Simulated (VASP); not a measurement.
# K (Potassium): the relaxed cell at several levels of theory, part 2 of 2

How much does the relaxed cell of K (Potassium) depend on the functional? The starting structure is a measured crystal structure from the Crystallography Open Database. The first relaxation on each setting starts from this cell expanded by 3 % in volume.

VASP 6.6.1.

Results so far: PBEsol 70.82 Å³ an atom; LDA 63.98 Å³ an atom; PBE 73.93 Å³ an atom; PBEsol + D3(BJ) 65.64 Å³ an atom; r2SCAN 76.42 Å³ an atom.

## Step 7: Relaxation with r2SCAN + rVV10

Level of this step: r2SCAN with rVV10; plane waves and PAW (K_sv) (VASP).

rVV10 adds a nonlocal correlation energy for dispersion.

INCAR

```
SYSTEM = K
PREC = Accurate
ENCUT = 450
EDIFF = 1E-06
NELM = 100
ISMEAR = 1
SIGMA = 0.15
LREAL = .FALSE.
ALGO = Normal
METAGGA = R2SCAN
LUSE_VDW = .TRUE.
IVDW_NL = 2
BPARAM = 11.95
CPARAM = 0.0093
LASPH = .TRUE.
NBANDS = 10
LORBIT = 11
LWAVE = .FALSE.
LCHARG = .FALSE.
KPAR = 4
IBRION = 2
NSW = 50
ISIF = 3
EDIFFG = -0.006
```

POSCAR

```
K
1.0
   -2.6439224779      2.6439224779      2.6439224779
    2.6439224779     -2.6439224779      2.6439224779
    2.6439224779      2.6439224779     -2.6439224779
K
1
Direct
    0.0000000000      0.0000000000      0.0000000000
```

KPOINTS

```
Automatic mesh
0
Gamma
12 12 12
0 0 0
```

PAW data sets: K_sv (PBE family, release 64).

Launch:

```sh
> mpirun -np 4 vasp_std
```

Log:

```text
[banner, memory and clock lines left out]
running    4 mpi-ranks, on    1 nodes
[...]
|                                                                             |
|               ----> ADVICE to this user running VASP <----                  |
|                                                                             |
|     You have switched on vdW-DFT.                                           |
|     This routine was written and supplied by Jiri Klimes. We recommend      |
|     that you carefully read and cite the following publications:            |
|       J. Klimes, D.R. Bowler, A. Michelides                                 |
|          J. Phys.: Cond Matt. 22 022201 (2010)                              |
|       J. Klimes, D.R. Bowler, A. Michelides                                 |
|          Phys. Rev. B. 83, 195131 (2011)                                    |
|     and references therein.                                                 |
|                                                                             |

[...]
DAV:   4    -0.570425355991E+01   -0.93397E-05   -0.80228E-05  1858   0.698E-02    0.215E-02
Total rVV10 correction in eV:      0.3052266     9.0004221
Total rVV10 correction in eV:      0.3052266     9.0004221
Total rVV10 correction in eV:      0.3052266     9.0004221
Total rVV10 correction in eV:      0.3052266     9.0004221
DAV:   5    -0.570425280813E+01    0.75178E-06   -0.29119E-05  2392   0.252E-02    0.480E-03
Total rVV10 correction in eV:      0.3052271     9.0004221
Total rVV10 correction in eV:      0.3052271     9.0004221
Total rVV10 correction in eV:      0.3052271     9.0004221
Total rVV10 correction in eV:      0.3052271     9.0004221
DAV:   6    -0.570425261125E+01    0.19688E-06   -0.32049E-07  1076   0.602E-03
Total rVV10 correction in eV:      0.3052273     9.0004221
Total rVV10 correction in eV:      0.3052273     9.0004221
Total rVV10 correction in eV:      0.3052273     9.0004221
Total rVV10 correction in eV:      0.3052273     9.0004221
Total rVV10 correction in eV:      0.3052278     9.0004221
Total rVV10 correction in eV:      0.3052278     9.0004221
Total rVV10 correction in eV:      0.3052278     9.0004221
Total rVV10 correction in eV:      0.3052278     9.0004221
   3 F= -.57042526E+01 E0= -.57038231E+01  d E =-.592826E-04
[...]
reached required accuracy - stopping structural energy minimisation
```

It took 88 s on 4 MPI ranks of Intel Xeon 6975P-C (Granite Rapids), shared host; peak memory 1.3 GiB.

Parts of OUTCAR (step 7):

```text
  Total        0.0020982      0.0020982      0.0020982     -0.0000000     -0.0000000      0.0000000
  in kB        0.0451767      0.0451767      0.0451767     -0.0000000     -0.0000000      0.0000000
  external PRESSURE =       0.0451767 kB  Pullay stress =       0.0000000 kB

 POSITION                                       TOTAL-FORCE (eV/Angst)
 -----------------------------------------------------------------------------------
      0.00000      0.00000      0.00000        -0.000000      0.000000     -0.000000
 -----------------------------------------------------------------------------------
    total drift:                               -0.000000     -0.000000      0.000000

  FREE ENERGIE OF THE ION-ELECTRON SYSTEM (eV)
  ---------------------------------------------------
  free  energy   TOTEN  =        -5.7042526113 eV

  energy  without entropy=       -5.7029640908  energy(sigma->0) =       -5.70382310

[... 2 parts as in an earlier step ...]

[... 2 further parts left out ...]
[key lines of the parts left out:]
E-fermi :  -0.1377
```

With r2SCAN + rVV10 the relaxed cell holds 74.414 Å³ an atom, +3.68 % against the measured cell, with a = 5.299 Å. That is +5.07 % from PBEsol. Pressures at 0.985 and 1.015 times this volume, from two more relaxations that aren't shown, give a bulk modulus of 3.6 GPa.

## Step 8: Relaxation with optB86b-vdW

optB86b-vdW pairs nonlocal correlation with a less repulsive exchange of B86b form. This run starts from the cell of an earlier relaxation, which isn't shown; the restart sets up the plane waves anew.

Edit INCAR of step 7 so:

```diff
@@ -9,7 +9,7 @@
 ALGO = Normal
-METAGGA = R2SCAN
+GGA = MK
+AGGAC = 0
 LUSE_VDW = .TRUE.
-IVDW_NL = 2
-BPARAM = 11.95
-CPARAM = 0.0093
+PARAM1 = 0.1234
+PARAM2 = 1
 LASPH = .TRUE.
```

POSCAR

```
K
1.0
   -2.5968228147      2.5968228147      2.5968228147
    2.5968228147     -2.5968228147      2.5968228147
    2.5968228147      2.5968228147     -2.5968228147
K
1
Direct
    0.0000000000      0.0000000000      0.0000000000
```

KPOINTS is that of step 7.

Launch:

```sh
> mpirun -np 4 vasp_std
```

Log:

```text
[banner, memory and clock lines left out]
running    4 mpi-ranks, on    1 nodes
[...]
[... a notice as in an earlier step ...]

 [... a notice as in an earlier step ...]

 LDA part: xc-table for (Slater+PW92), standard interpolation
 POSCAR, INCAR and KPOINTS ok, starting setup
[...]
entering main loop
       N       E                     dE             d eps       ncg     rms          rms(c)
DAV:   1     0.426334842848E+02    0.42633E+02   -0.34905E+03  1440   0.627E+02
DAV:   2     0.252538269568E+01   -0.40108E+02   -0.39563E+02  1552   0.182E+02
DAV:   3     0.123517659583E+01   -0.12902E+01   -0.12861E+01  2236   0.258E+01
DAV:   4     0.119099152440E+01   -0.44185E-01   -0.44116E-01  1954   0.385E+00
[...]
DAV:   9     0.118837173369E+01   -0.74799E-04   -0.11443E-04  1632   0.535E-02    0.950E-03
DAV:  10     0.118836997292E+01   -0.17608E-05   -0.91648E-06  2270   0.205E-02    0.325E-03
DAV:  11     0.118836973096E+01   -0.24196E-06   -0.58485E-07  1638   0.476E-03
   1 F= 0.11883697E+01 E0= 0.11887685E+01  d E =0.118837E+01
[...]
reached required accuracy - stopping structural energy minimisation
```

Wall time 26 s (4 MPI ranks); peak memory 1.5 GiB.

Parts of OUTCAR (step 8):

```text
  Total        0.0015708      0.0015708      0.0015708      0.0000000      0.0000000     -0.0000000
  in kB        0.0359295      0.0359295      0.0359295      0.0000000      0.0000000     -0.0000000
  external PRESSURE =       0.0359295 kB  Pullay stress =       0.0000000 kB

 POSITION                                       TOTAL-FORCE (eV/Angst)
 -----------------------------------------------------------------------------------
      0.00000      0.00000      0.00000        -0.000000      0.000000      0.000000
 -----------------------------------------------------------------------------------
    total drift:                                0.000000     -0.000000     -0.000000

  FREE ENERGIE OF THE ION-ELECTRON SYSTEM (eV)
  ---------------------------------------------------
  free  energy   TOTEN  =         1.1883697310 eV

  energy  without entropy=        1.1895660063  energy(sigma->0) =        1.18876849

[... 2 parts as in an earlier step ...]

[... 2 further parts left out ...]
[key lines of the parts left out:]
E-fermi :  -0.0696
```

With optB86b-vdW the relaxed cell holds 70.047 Å³ an atom, -2.41 % against the measured cell, with a = 5.194 Å. That is -1.10 % from PBEsol. Pressures at 0.985 and 1.015 times this volume, from two more relaxations that aren't shown, give a bulk modulus of 3.9 GPa.

## Step 9: Relaxation with AM05

AM05 is built from the electron gas and the surface model, and does well on lattice constants.

Edit INCAR of step 8 so:

```diff
@@ -9,8 +9,3 @@
 ALGO = Normal
-GGA = MK
-AGGAC = 0
-LUSE_VDW = .TRUE.
-PARAM1 = 0.1234
-PARAM2 = 1
-LASPH = .TRUE.
+GGA = AM
 NBANDS = 10
```

POSCAR

```
K
1.0
   -2.6439224779      2.6439224779      2.6439224779
    2.6439224779     -2.6439224779      2.6439224779
    2.6439224779      2.6439224779     -2.6439224779
K
1
Direct
    0.0000000000      0.0000000000      0.0000000000
```

KPOINTS is that of step 8.

Launch:

```sh
> mpirun -np 4 vasp_std
```

Log:

```text
[... set-up lines as in an earlier step ...]
 entering main loop
       N       E                     dE             d eps       ncg     rms          rms(c)
DAV:   1     0.410484092369E+02    0.41048E+02   -0.33389E+03  1440   0.615E+02
DAV:   2     0.300978806916E+00   -0.40747E+02   -0.40305E+02  1570   0.180E+02
DAV:   3    -0.993580433195E+00   -0.12946E+01   -0.12904E+01  2324   0.256E+01
DAV:   4    -0.102203642109E+01   -0.28456E-01   -0.28435E-01  1928   0.345E+00
[...]
DAV:   9    -0.102144444340E+01   -0.21848E-04   -0.29274E-05  1680   0.494E-02    0.307E-02
DAV:  10    -0.102144159259E+01    0.28508E-05   -0.11398E-05  2134   0.268E-02    0.233E-03
DAV:  11    -0.102144141487E+01    0.17773E-06   -0.14213E-07  1088   0.320E-03
   1 F= -.10214414E+01 E0= -.10210381E+01  d E =-.102144E+01
[...]
reached required accuracy - stopping structural energy minimisation
```

The job ended after 5.4 s (4 MPI ranks; peak memory 0.75 GiB).

OUTCAR, selected parts (step 9):

```text
  Total        0.0044912      0.0044912      0.0044912      0.0000000     -0.0000000      0.0000000
  in kB        0.0973347      0.0973347      0.0973347      0.0000000     -0.0000000      0.0000000
  external PRESSURE =       0.0973347 kB  Pullay stress =       0.0000000 kB

 POSITION                                       TOTAL-FORCE (eV/Angst)
 -----------------------------------------------------------------------------------
      0.00000      0.00000      0.00000        -0.000000     -0.000000      0.000000
 -----------------------------------------------------------------------------------
    total drift:                                0.000000      0.000000      0.000000

  FREE ENERGIE OF THE ION-ELECTRON SYSTEM (eV)
  ---------------------------------------------------
  free  energy   TOTEN  =        -1.0214414149 eV

  energy  without entropy=       -1.0202315079  energy(sigma->0) =       -1.02103811

[... 3 parts as in an earlier step ...]

[... 1 further part left out ...]
[key lines of the parts left out:]
E-fermi :  -0.1271
```

With AM05 the relaxed cell holds 73.928 Å³ an atom, +3.00 % against the measured cell, where it started, since the stress there already met the criterion, with a = 5.288 Å. That is +4.38 % from PBEsol. Pressures at 0.985 and 1.015 times this volume, from two more relaxations that aren't shown, give a bulk modulus of 3.5 GPa.

## Step 10: Comparison

```
          level  volume (Å³/atom)  against the measured cell (%)   a (Å)  bulk modulus (GPa)  pressure left (GPa)  core minutes
         PBEsol            70.822                          -1.33  5.2127                 3.7                  0.0          1.12
            LDA            63.976                         -10.87  5.0391                 4.6                  0.0          1.07
            PBE            73.928                            3.0  5.2878                 3.6                -0.01          0.28
PBEsol + D3(BJ)            65.645                          -8.54  5.0825                 4.2                -0.01          1.32
         r2SCAN            76.416                           6.47  5.3465                 3.5                -0.01          4.49
 r2SCAN + rVV10            74.414                           3.68  5.2994                 3.6                  0.0          5.87
    optB86b-vdW            70.047                          -2.41  5.1936                 3.9                  0.0          8.27
           AM05            73.928                            3.0  5.2878                 3.5                 0.01          0.36
```

Core minutes are wall time times ranks, summed over the relaxations behind a row (those for a bulk modulus apart), on shared hosts.

## Step 11: Outcome

* volume, PBEsol: 70.82 Å³/atom
* volume, LDA: 63.98 Å³/atom
* volume, PBE: 73.93 Å³/atom
* volume, PBEsol + D3(BJ): 65.64 Å³/atom
* volume, r2SCAN: 76.42 Å³/atom
* volume, r2SCAN + rVV10: 74.41 Å³/atom
* volume, optB86b-vdW: 70.05 Å³/atom
* volume, AM05: 73.93 Å³/atom

In words: Across 8 levels the volume of K (Potassium) spans 19.4 %, from 63.98 Å³ an atom (LDA) to 76.42 Å³ (r2SCAN). Against the measured volume of the starting structure, PBEsol comes nearest (-1.3 %) and LDA lies farthest (-10.9 %). The measured cell holds zero-point expansion and, unless it was taken cold, thermal expansion, which the runs lack, so small differences decide nothing. Adding D3(BJ) to PBEsol changes the volume by -7.3 %. Adding rVV10 to r2SCAN changes the volume by -2.6 %. The bulk modulus goes from 3.5 GPa (r2SCAN) to 4.6 GPa (LDA). LASPH is on in some of these runs and off in others, which adds a little to the differences. All runs keep the symmetry of the start, so they can't find a distortion of lower symmetry. Further runs on this material are not shown.

[Lines on the potential files, build, host, timing and source positions are cut from VASP's logs without a mark.]

[Logs are printed without paths, hosts, clocks, repeated set-up lines and the standing remarks that a program may print on its own settings, such as how far it seeks lower states.]

[Hosts, paths, dates, database ids (printed as entryN), source tags and the programs' standing remarks are cut or masked in the printed files.]
